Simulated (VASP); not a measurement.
An input for Ansatz (written as the equivalent of a VASP run, and not itself run):

Ansatz 0.2 input:
```yaml
crystal:
  lattice:
    - [0.0000000, 2.2087199, 2.2087199]
    - [2.2087199, 0.0000000, 2.2087199]
    - [2.2087199, 2.2087199, 0.0000000]
  atoms:
    - { symbol: N, position: [0.0000000, 0.0000000, 0.0000000] }
    - { symbol: Ta, position: [0.5000000, 0.5000000, 0.5000000] }
kpoints:
  mp_grid: { grid: [13, 13, 13] }
hamiltonian:
  xc: pbe
  pseudopotentials: { kind: paw }
scf:
  occupations: { method: methfessel_paxton, width: 0.1 }
  max_iter: 100
relax:
  max_steps: 60
  f_tol: 0.01
  cell: {}
output: { forces: true, stress: true, eigenvalues: true }
```

Translate this input to VASP (INCAR, KPOINTS, POSCAR, choice of POTCAR).

One answer among several that fit: 
### INCAR
```
ISMEAR = 1   # Methfessel-Paxton
ALGO = Normal
LASPH = .TRUE.   # aspherical one-centre terms
LMAXMIX = 6
NELM = 100   # most electronic steps
SIGMA = 0.1   # width (eV)
LWAVE = .FALSE.
ENCUT = 500   # plane-wave cut-off (eV)
SYSTEM = TaN
GGA = PE   # PBE
IBRION = 2   # conjugate gradients
LREAL = .FALSE.   # projection in real space or not
PREC = Accurate
LCHARG = .FALSE.
NSW = 60
EDIFFG = -0.01
EDIFF = 1E-6   # SCF stop (eV)
ISIF = 3   # ions, shape and volume
```

File KPOINTS:
```
Automatic
0
G
 13 13 13
0 0 0
```

File POSCAR:
```
TaN
1
    0.0000000000     2.2087199152     2.2087199152
    2.2087199152     0.0000000000     2.2087199152
    2.2087199152     2.2087199152     0.0000000000
N Ta
1 1
Direct
  0.0000000000   0.0000000000   0.0000000000
  0.5000000000   0.5000000000   0.5000000000
```

POTCAR, in this order: N Ta_pv (PBE.64 set). Program: vasp_std.

The two are equivalent in intent, not identical: each code has its own PAW files, so the cut-off isn't converted (ENCUT is set for VASP's; basis.ecutwfc is left out, and Ansatz then takes the one that its files recommend); Ansatz stops its SCF on the density residual and VASP on the energy change (EDIFF).

The structure was generated: TaN was put into the rocksalt type (Fm-3m), which need not be its known phase. This run relaxes it. Symmetry was kept, so distortions that lower it aren't found. The start is the result of an earlier pass.
